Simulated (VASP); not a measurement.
VASP ran on this input.

### POSCAR
```
Lu
1
    1.7500000000    -3.0310890000     0.0000000000
    1.7500000000     3.0310890000     0.0000000000
    0.0000000000     0.0000000000     5.5500000000
Lu
2
Direct
  0.3333330000   0.6666670000   0.2500000000
  0.6666670000   0.3333330000   0.7500000000
```

File KPOINTS:
```
Automatic mesh
0
Gamma
9 9 5
0 0 0
```

INCAR:
```
SYSTEM = Lu
PREC = Accurate
ENCUT = 400
EDIFF = 1E-6
NELM = 60
ALGO = VeryFast
LREAL = .FALSE.
LASPH = .TRUE.
ISMEAR = 1
SIGMA = 0.1
GGA = PE
LMAXMIX = 6
LWAVE = .FALSE.
LCHARG = .FALSE.
ISIF = 2
NELMDL = -1
```

POTCAR, in this order: Lu_3 (PBE.64 set). Program: vasp_std.

What VASP printed:

**standard output**
```
...
RMM:  21     0.506535680695E+03   -0.15317E+01   -0.15964E+01  1872   0.484E+01    0.409E+01
RMM:  22     0.505955415804E+03   -0.58026E+00   -0.76825E+00  1867   0.477E+01    0.390E+01
RMM:  23     0.504701717078E+03   -0.12537E+01   -0.12992E+01  1872   0.446E+01    0.417E+01
RMM:  24     0.503792694040E+03   -0.90902E+00   -0.68478E+00  1845   0.444E+01    0.443E+01
RMM:  25     0.503704317188E+03   -0.88377E-01   -0.92037E+00  1809   0.525E+01    0.335E+01
RMM:  26     0.503468870576E+03   -0.23545E+00   -0.78497E+00  1871   0.493E+01    0.262E+01
RMM:  27     0.502479943319E+03   -0.98893E+00   -0.10026E+01  1872   0.395E+01    0.277E+01
RMM:  28     0.501839623011E+03   -0.64032E+00   -0.56964E+00  1872   0.380E+01    0.248E+01
RMM:  29     0.501480269005E+03   -0.35935E+00   -0.45101E+00  1847   0.383E+01    0.220E+01
RMM:  30     0.501308834873E+03   -0.17143E+00   -0.31004E+00  1789   0.387E+01    0.171E+01
RMM:  31     0.501164983313E+03   -0.14385E+00   -0.30064E+00  1867   0.405E+01    0.907E+00
RMM:  32     0.500769800533E+03   -0.39518E+00   -0.41971E+00  1872   0.349E+01    0.699E+00
RMM:  33     0.500553370829E+03   -0.21643E+00   -0.21738E+00  1872   0.336E+01    0.503E+00
RMM:  34     0.500198930856E+03   -0.35444E+00   -0.35122E+00  1872   0.327E+01    0.464E+00
RMM:  35     0.499950537051E+03   -0.24839E+00   -0.24726E+00  1872   0.323E+01    0.379E+00
RMM:  36     0.499538601723E+03   -0.41194E+00   -0.41061E+00  1872   0.316E+01    0.386E+00
RMM:  37     0.499262539075E+03   -0.27606E+00   -0.27245E+00  1872   0.312E+01    0.302E+00
RMM:  38     0.498989460162E+03   -0.27308E+00   -0.27280E+00  1872   0.309E+01    0.294E+00
RMM:  39     0.498859576967E+03   -0.12988E+00   -0.13189E+00  1856   0.305E+01    0.228E+00
RMM:  40     0.498637359480E+03   -0.22222E+00   -0.22222E+00  1872   0.296E+01    0.305E+00
RMM:  41     0.498524855940E+03   -0.11250E+00   -0.11068E+00  1872   0.288E+01    0.337E+00
RMM:  42     0.498338465380E+03   -0.18639E+00   -0.18545E+00  1872   0.284E+01    0.369E+00
RMM:  43     0.498248317466E+03   -0.90148E-01   -0.89067E-01  1872   0.280E+01    0.365E+00
RMM:  44     0.498073873275E+03   -0.17444E+00   -0.17370E+00  1872   0.276E+01    0.419E+00
RMM:  45     0.497988949097E+03   -0.84924E-01   -0.84145E-01  1872   0.272E+01    0.421E+00
RMM:  46     0.497827451266E+03   -0.16150E+00   -0.16095E+00  1872   0.269E+01    0.482E+00
RMM:  47     0.497749823357E+03   -0.77628E-01   -0.76380E-01  1872   0.265E+01    0.489E+00
RMM:  48     0.497596716291E+03   -0.15311E+00   -0.15237E+00  1872   0.262E+01    0.550E+00
RMM:  49     0.497525426386E+03   -0.71290E-01   -0.70863E-01  1872   0.259E+01    0.560E+00
RMM:  50     0.497375886333E+03   -0.14954E+00   -0.14918E+00  1872   0.256E+01    0.622E+00
RMM:  51     0.497308239173E+03   -0.67647E-01   -0.67353E-01  1872   0.253E+01    0.630E+00
RMM:  52     0.497167766867E+03   -0.14047E+00   -0.14086E+00  1848   0.251E+01    0.665E+00
RMM:  53     0.497112279654E+03   -0.55487E-01   -0.55158E-01  1872   0.247E+01    0.683E+00
RMM:  54     0.496975463424E+03   -0.13682E+00   -0.13627E+00  1872   0.244E+01    0.745E+00
RMM:  55     0.496916304744E+03   -0.59159E-01   -0.55180E-01  1872   0.242E+01    0.759E+00
RMM:  56     0.496766480609E+03   -0.14982E+00   -0.14741E+00  1865   0.240E+01    0.828E+00
RMM:  57     0.496696873410E+03   -0.69607E-01   -0.69710E-01  1870   0.238E+01    0.829E+00
RMM:  58     0.496559002924E+03   -0.13787E+00   -0.13750E+00  1872   0.235E+01    0.892E+00
RMM:  59     0.496503765206E+03   -0.55238E-01   -0.55040E-01  1872   0.233E+01    0.898E+00
RMM:  60     0.496377051568E+03   -0.12671E+00   -0.12655E+00  1872   0.230E+01

 -----------------------------------------------------------------------------
|                                                                             |
|           W    W    AA    RRRRR   N    N  II  N    N   GGGG   !!!           |
|           W    W   A  A   R    R  NN   N  II  NN   N  G    G  !!!           |
|           W    W  A    A  R    R  N N  N  II  N N  N  G       !!!           |
|           W WW W  AAAAAA  RRRRR   N  N N  II  N  N N  G  GGG   !            |
|           WW  WW  A    A  R   R   N   NN  II  N   NN  G    G                |
|           W    W  A    A  R    R  N    N  II  N    N   GGGG   !!!           |
|                                                                             |
|     The electronic self-consistency was not achieved in the given           |
|     number of steps (NELM). The forces and other quantities evaluated       |
|     might not be reliable so examine the results carefully. If you find     |
|     spurious results, we suggest increasing NELM, if you were close to      |
|     convergence or switching to a different ALGO or adjusting the           |
|     density mixing parameters otherwise.                                    |
|                                                                             |
 -----------------------------------------------------------------------------

   1 F= 0.49637705E+03 E0= 0.49637735E+03  d E =-.896709E-03
```

File OUTCAR:
```
------------------------ aborting loop EDIFF was not reached (unconverged)  ----------------------------
  FORCE on cell =-STRESS in cart. coord.  units (eV):
  Direction    XX          YY          ZZ          XY          YZ          ZX
  --------------------------------------------------------------------------------------
  Total       34.2680975     34.2680995     31.8310411      0.0000000     -0.0000000      0.0000000
  in kB      932.4828653    932.4829186    866.1671507      0.0000000     -0.0000000      0.0000000
  external PRESSURE =     910.3776449 kB  Pullay stress =       0.0000000 kB
  volume of cell :       58.88
      direct lattice vectors                 reciprocal lattice vectors
     1.750000000 -3.031089000  0.000000000     0.285714286 -0.164957215  0.000000000
     1.750000000  3.031089000  0.000000000     0.285714286  0.164957215  0.000000000
     0.000000000  0.000000000  5.550000000     0.000000000  0.000000000  0.180180180
 POSITION                                       TOTAL-FORCE (eV/Angst)
 -----------------------------------------------------------------------------------
      1.75000      1.01037      1.38750        -0.000000      0.000000      0.000000
      1.75000     -1.01037      4.16250         0.000000     -0.000000      0.000000
 -----------------------------------------------------------------------------------
    total drift:                                0.000007      0.000085     -0.000002
  FREE ENERGIE OF THE ION-ELECTRON SYSTEM (eV)
  ---------------------------------------------------
  free  energy   TOTEN  =       496.3770515679 eV

  energy  without entropy=      496.3779482771  energy(sigma->0) =      496.37735047
```
(Selected blocks of OUTCAR.)

Read input and log: which fault does this run have?
A) selective dynamics freezes every atom
B) ALGO = VeryFast starts from random orbitals with almost no delay (NELMDL = -1)
C) POTCAR lists the elements in another order than POSCAR
D) the tetrahedron method needs a mesh, and KPOINTS holds a single point

B, ALGO = VeryFast starts from random orbitals with almost no delay (NELMDL = -1). The run did not converge; its last values are not results. Against the sound run, the energy per atom (σ→0) goes up by 252.640 eV/atom; the pressure increases by 90.99 GPa.

To mend it, set ALGO = Normal, remove NELMDL.

The mended run (PBE GGA, plane waves, VASP's PBE PAW potentials (set 64)) converges, and its OSZICAR ends with
```
   1 F= -.89030335E+01 E0= -.89025576E+01  d E =-.142773E-02
```

The compound is Lu in the hcp structure. The cell was not relaxed at this level.
